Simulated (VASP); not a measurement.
# Lattice constant of fcc Rh from LDA, gradient-corrected, meta-GGA and dispersion-corrected functionals

The usual rule of thumb says that LDA makes the lattice constant of a metal too short, PBE makes it too long, functionals tuned for solids fall in between, and a dispersion term shortens whatever it is added to. Rhodium, a close-packed 4d metal used in exhaust catalysts, puts the rule to the test. Its lattice constant fixes the strain in a surface slab or a thin film, and with it the width of the d band on which adsorption depends. The quantity calculated is the cubic lattice constant a of the static crystal at zero pressure, without spin polarisation. The measured constant, set beside the computed ones further on, also contains zero-point and thermal expansion, some 0.1 to 0.5 % at room temperature.

## Systems and settings

Cells start from entries of a diffraction database. VASP 6.6.1, plane waves with PAW, cutoff 450 eV; cell and atoms fully relaxed at zero pressure at each level, static lattice, no spin-orbit coupling, no spin polarisation. Bulk moduli, where given, from the pressures at volumes 1.5 % above and below the minimum, shape and atoms relaxed there. All ran on AMD EPYC 7R43 64-Core Processor (Zen 3), shared with other work, so times are rough. The PAW data sets differ between levels: LDA sets for LDA; PBE sets for AM05, PBE, PBEsol, r2SCAN and rev-vdW-DF2. Non-spherical gradient terms inside the PAW spheres (LASPH) are on in the rows so marked and off in the others; they change results slightly and raise the cost.

Notes on method and selection:

- Measured lattice constants hold zero-point and thermal expansion, some 0.1 to 0.5 % in a at room temperature.
- Only cubic crystals whose measured lattice constant lies within 4 % of the PBEsol one are shown, so larger misses are missing.
- Non-spherical gradient terms in the PAW spheres (LASPH) were on for rev-vdW-DF2, r2SCAN and r2SCAN + rVV10, and off for PBE, PBEsol, AM05, LDA and PBEsol + D3(BJ); where rows differ in this, it bears on volumes, moments and cost.
- Runs that did not converge, have known faults or may not be shown are not listed, and runs on Ansatz's PAW sets soft_1 and soft_2 are kept to separate tables.

Columns:

- a (Å): cubic lattice constant.
- B0 (GPa): bulk modulus.
- cost per step (core-s): processor time per ionic step of the relaxation.

## Results

| member | a (Å) | B0 (GPa) | cost per step (core-s) | remark |
| --- | --- | --- | --- | --- |
| PBE | 3.829 | 258.6 | 62 |  |
| r2SCAN | 3.805 | 283.2 | 240 | LASPH on |
| PBEsol + D3(BJ) | 3.748 | 321.5 | 43 |  |
| AM05 | 3.772 | 297.7 | 23 |  |
| rev-vdW-DF2 | 3.806 | 275.8 | 51 | LASPH on |
| LDA | 3.756 | 318.0 | 39 |  |
| r2SCAN + rVV10 | ? | ? | 190 |  |
| PBEsol | 3.779 | 297.2 | 40 |  |

Cells marked ? are withheld until the estimate has been made.

## Interpretation

The computed order follows the rule. PBE gives the longest lattice constant shown and lies 3.829 − 3.756 = 0.073 Å above LDA, or about 1.9 %. AM05 and PBEsol fall between them, nearer to LDA.

The cause lies mainly in the exchange energy. A gradient correction lowers the energy where the density varies strongly, and stretching the crystal makes the density between the atoms more uneven. The correction therefore favours a larger cell. PBEsol has a weaker gradient term in exchange than PBE, and its lattice constant is 0.050 Å shorter. LDA has no such term. It was run with its own PAW data sets, which may also shift a slightly, though most likely by far less than its distance from PBE.

The bulk modulus falls at every step as a grows. Between LDA and PBE, ln(318.0 / 258.6) / ln(3.829 / 3.756) = 10.7, so B0 varies roughly as a to the power −10.7, or, since the volume goes as the cube of a, as the volume to the power −10.7 / 3 = −3.6. Compressing a typical metal stiffens it at a comparable rate, which suggests that most of the difference in stiffness comes with the difference in volume.

Adding D3(BJ) to PBEsol changes a by 3.748 − 3.779 = −0.031 Å, enough to bring it below LDA. The sign is that of an added attraction between atoms. Its size may be exaggerated, because a pairwise term of this kind largely ignores screening by the conduction electrons. A functional with built-in dispersion need not give a short lattice constant, however: rev-vdW-DF2 gives 3.806 Å, longer than PBEsol. Its exchange part differs from that of PBEsol as well, so this comparison does not isolate the effect of dispersion.

The full spread of 0.081 Å belongs to the levels listed. Other relaxations of this crystal are not shown, one of which settled at a much larger volume.

## A prediction

Plain estimates from the members shown:

- r2SCAN + rVV10, mean of the 7 members shown: 3.785 Å, standard deviation 0.027

The mean of the seven members, 3.785 Å, mixes functionals with different exchange and has a scatter of 0.027 Å. The r2SCAN row is a better start, because it shares the parent functional and the LASPH setting with the missing member. What remains is the shift due to rVV10.

That shift should be negative, since the term adds attraction. It should also be smaller than the −0.031 Å that D3(BJ) brings to PBEsol. r2SCAN already describes part of the medium-range attraction, so rVV10 is damped to act mainly at longer range, and its strength follows the local density, which weakens it in a dense metal.

These arguments bound the result between 3.805 Å, for no shift, and 3.805 − 0.031 = 3.774 Å, for the full D3(BJ) shift. With no reason to prefer any part of this interval, the estimate is its centre, (3.805 + 3.774) / 2 = 3.790 Å. The standard deviation of a flat distribution of this width is 0.031 / √12 = 0.009 Å.

The route cannot be tried on a shown member, because PBEsol is the only functional listed both with and without a dispersion term, and that pair supplies the bound. The main risk is that the D3(BJ) shift is a poor measure of what a density-based term does in a metal.

**Committed estimate, r2SCAN + rVV10: a = 3.790 ± 0.009 Å.**

## Outcome

| member | a (Å) | B0 (GPa) | cost per step (core-s) | remark |
| --- | --- | --- | --- | --- |
| r2SCAN + rVV10 | 3.793 | 293.7 | 190 | LASPH on |

| member | estimate | a (Å) | computed | estimate − computed | miss in error bars |
| --- | --- | --- | --- | --- | --- |
| r2SCAN + rVV10 | committed | 3.790 | 3.793 | −0.003 | 0.3 |
| r2SCAN + rVV10 | mean | 3.785 | 3.793 | −0.008 |  |

The estimate of 3.790 Å lies 0.003 Å below the computed 3.793 Å, well inside its error bar of 0.009 Å. The plain mean missed by 0.008 Å, and r2SCAN taken unchanged would have missed by 0.012 Å.

The two physical arguments agree with the result. Adding rVV10 to r2SCAN shortens the lattice constant, by 3.793 − 3.805 = −0.012 Å, and this is 0.012 / 0.031 = 0.4 of the shift that D3(BJ) brings to PBEsol. r2SCAN was relaxed once and r2SCAN + rVV10 twice, but the second relaxation changes this cell far less than the dispersion term does.

The choice of the centre of the interval had no physical basis, so the small miss says little for it. Nor does the result show why rVV10 acts more weakly than D3(BJ): the parent functional and the form of the dispersion term change together between the two pairs.

## Where the trend breaks

None of the eight levels stands far apart. PBE lies roughly 0.04 Å above their mean and PBEsol + D3(BJ) about as far below it, both less than twice the scatter of 0.027 Å found for the first seven. The likeliest reasons are the stronger gradient term in PBE exchange and, at the other end, a pairwise attraction added to a functional that already gives a fairly short lattice constant.

## Measured against computed

| member | quantity | measured | computed | computed − measured | source |
| --- | --- | --- | --- | --- | --- |
| r2SCAN | a (Å) | 3.803 | 3.805 | +0.002 (+0.1 %) | [1] |

Sources:

[1] "Strong-coupling superconductivity of SrIr2 and SrRh2: Phonon engineering of metallic Ir and Rh" (2021, arXiv:2108.03692)

Against the measured 3.803 Å as printed, r2SCAN is closest (+0.002 Å), followed by rev-vdW-DF2 (+0.003 Å) and r2SCAN + rVV10 (−0.010 Å). PBEsol and PBE miss by similar amounts in opposite directions, −0.024 and +0.026 Å. PBEsol + D3(BJ) is farthest away, at 3.748 − 3.803 = −0.055 Å.

The calculations describe a static lattice, however. If the measured value refers to room temperature, removing 0.1 to 0.5 % of expansion leaves 3.803 × (1 − 0.001) = 3.799 Å to 3.803 × (1 − 0.005) = 3.784 Å. Only r2SCAN + rVV10 falls inside this range. PBEsol lies 0.005 Å below it, r2SCAN 0.006 Å and rev-vdW-DF2 0.007 Å above. The worst level is then either PBEsol + D3(BJ) or PBE, depending on the size of the correction.

The source is a study of other compounds, and neither the temperature nor the method behind its value for Rh is given here. If it does refer to room temperature, r2SCAN + rVV10 stays within about 0.01 Å of the corrected value at either end of the range, while the order of the other levels depends on the size of the correction.

## Cost against accuracy

An ionic step with r2SCAN takes 240 / 40 = 6 times the processor time of one with PBEsol, and r2SCAN + rVV10 is similarly expensive. That it appears cheaper than r2SCAN, although it has an extra term to evaluate, shows how rough these times are. The non-spherical terms in the PAW spheres are not the main reason, since rev-vdW-DF2 also includes them and needs only 51 core-s. The extra time therefore goes mostly with the meta-GGA itself, which needs the kinetic-energy density as well as the density and its gradient.

For the lattice constant alone this buys little here: rev-vdW-DF2 gives 3.806 Å against 3.805 Å from r2SCAN, at about a fifth of the cost per step.

## Summary

For Rh the rule of thumb holds: LDA is short, PBE is long, PBEsol and AM05 lie between them, and both dispersion terms added to a parent functional shorten the cell. A new level with a close relative in the table can be placed to about 0.01 Å, judging by the single case tried; without one, the scatter of 0.027 Å is the fair error.

The cell should come from the functional used for the later calculation. Bulk Rh treated with PBE in the PBEsol cell is under a pressure of roughly 3 × 258.6 × 0.050 / 3.829 = 10 GPa.

Thermal and zero-point expansion lengthens a by less than the full spread of 0.081 Å, but by enough to reorder the best levels. The ranking should not be carried over to other crystals, all the more since larger misses were excluded from the selection.
